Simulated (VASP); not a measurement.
## BSe: relaxation of cell and atoms with PBE

BSe:

```xyz
4
Lattice="3.2707 0.0000 0.0000 -1.6354 2.8325 0.0000 0.0000 0.0000 7.2365" Properties=species:S:1:pos:R:3 pbc="T T T"
B     0.0000    1.8884    2.7374
B     1.6354    0.9442    6.3557
Se    0.0000    1.8884    7.1992
Se    1.6354    0.9442    3.5810
```

The cell was built by a generator and needn't be a form met in nature.

- Program: VASP 6.6.1
- Task: relaxation of cell and atoms
- Functional: PBE
- Potentials or basis: VASP PAW PBE potentials, release 64 (B, Se)
- Cutoff: 600 eV
- k mesh: 9 × 9 × 4
- Occupations: gaussian, width 0.05 eV
- Spin: no spin polarisation
- Further INCAR settings: ALGO = Normal; EDIFF = 1e-06; IBRION = 2; EDIFFG = -0.01; NSW = 60; ISIF = 3

```yaml
Relaxed_volume: 16.74 Å³/atom
Relaxed_cell: a = 3.266 Å, b = 3.266 Å, c = 7.249 Å, α = 90.00°, β = 90.00°, γ = 120.00°
Space_group_after_relaxing_to_0.05_Å: P6_3mc (No. 186)
Energy_gained_by_relaxing: 0.6 meV/atom
Ionic_steps: 6
Pressure_after_relaxing: -0.1 GPa
Band_gap_on_the_k_mesh: none (metal or under the smearing width)
```

The path:
| step | energy change (eV) | largest force (eV/Å) | pressure (GPa) | volume (Å³) |
| --- | --- | --- | --- | --- |
| 1 | 0.0000 | 0.1238 | -0.06 | 67.04 |
| 2 | -0.0023 | 0.0284 | -0.01 | 66.99 |
| 3 | -0.0023 | 0.0100 | -0.01 | 66.97 |
| 4 | -0.0023 | 0.0118 | -0.01 | 66.98 |
| 5 | -0.0024 | 0.0042 | -0.06 | 66.97 |
| 6 | -0.0024 | 0.0002 | -0.08 | 66.96 |

Final structure:
```cif
data_structure
_symmetry_space_group_name_H-M 'P 1'
_symmetry_Int_Tables_number 1
_cell_length_a 3.2660
_cell_length_b 3.2660
_cell_length_c 7.2485
_cell_angle_alpha 90.000
_cell_angle_beta 90.000
_cell_angle_gamma 120.000
_cell_volume 66.96
loop_
_atom_site_label
_atom_site_type_symbol
_atom_site_fract_x
_atom_site_fract_y
_atom_site_fract_z
_atom_site_occupancy
B1 B 0.33333 0.66667 0.37716 1
B2 B 0.66667 0.33333 0.87716 1
Se1 Se 0.33333 0.66667 0.99597 1
Se2 Se 0.66667 0.33333 0.49597 1
```

Levels at points of the mesh, in eV from the Fermi level:
| k point | band 6 | band 7 | band 8 | band 9 | band 10 | band 11 | band 12 | band 13 |
| --- | --- | --- | --- | --- | --- | --- | --- | --- |
| (0.00, 0.00, 0.00) | -2.91 | -2.58 | -2.58 | -1.85 | 1.65 | 2.05 | 2.38 | 2.38 |
| (0.00, 0.00, 0.50) | -2.75 | -2.75 | -2.75 | 1.41 | 1.41 | 2.10 | 2.10 | 2.71 |

It took 4.9 min on 1 thread of AMD EPYC 7R43 64-Core Processor (Zen 3), with other jobs on the host, peak memory 0.22 GiB.
